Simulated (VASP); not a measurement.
The cell holds one Pd (fcc) (100) slab, with vacuum along c, ions free to move until forces fall under 0.03 eV/Å, no reconstruction beyond this cell, dipole correction on.

Input:

```
Pd
1.0
    2.73962     0.00000     0.00000
    0.00000     2.73962     0.00000
    0.00000     0.00000    26.56312
Pd
6
Cartesian
  0.00000   1.36981   8.48766
  1.36981   0.00000  10.39341
  0.00000   1.36981  12.31559
  1.36981   0.00000  14.24753
  0.00000   1.36981  16.16971
  1.36981   0.00000  18.07546
```

Calculation: PBEsol GGA, VASP's PBE PAW potentials (set 64) (plane waves; VASP 6.6.1). Numerical set-up: 400 eV cut-off, 10×10×1 Γ-centred mesh, first-order Methfessel-Paxton smearing of 0.10 eV, potentials Pd.

Slab and bulk use different k-meshes, so the surface energy is good to a few per cent at best.

Predict its surface energy, work function, band gap (on the k-mesh).

| Quantity | Result |
|---|---|
| surface energy | 1.91 J/m^2 |
| work function | 5.20 eV |
| band gap (on the k-mesh) | none (metal, semimetal or under 0.01 eV) |

Measured: work function 5.48 eV (computed value off by -0.28 eV), as given by Abhirup Patra et al., Proceedings of the National Academy of Sciences (2017), arXiv:1702.08515.

The cell is a thin slab with vacuum, built from Pd (fcc): (100) face.
